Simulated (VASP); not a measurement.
Here is the system:

```
Ho3Y
1.0
   -2.45276     2.45276     4.90689
    2.45276    -2.45276     4.90689
    2.45276     2.45276    -4.90689
Y Ho
1 3
Cartesian
  0.00000   0.00000   0.00000
  0.00000   2.45276   2.45344
  2.45276   0.00000   2.45344
  0.00000   0.00000   4.90689
```

Calculation: PBEsol GGA, VASP's PBE PAW potentials (set 64) (plane waves; VASP). Run with 400 eV cut-off, 8×8×8 Γ-centred mesh, first-order Methfessel-Paxton smearing of 0.10 eV, potentials Y_sv Ho_3.

The 4f electrons are frozen in the core of the lanthanide potential, so 4f levels, which can set the real gap, and their magnetism are missing.

What does the run give for the energy per atom (σ→0), band gap (on the k-mesh) with the smallest direct gap where there is one?

```yaml
band gap (on the k-mesh): none (metal, semimetal or under 0.01 eV)
energy per atom (σ→0): -520.9 kJ/mol-atom
```

The structure comes from a computed database's YHo3 entry (I4/mmm); how it stands against other phases isn't given here. It was relaxed first, which changed the volume by -6 %. The start is the result of an earlier pass.
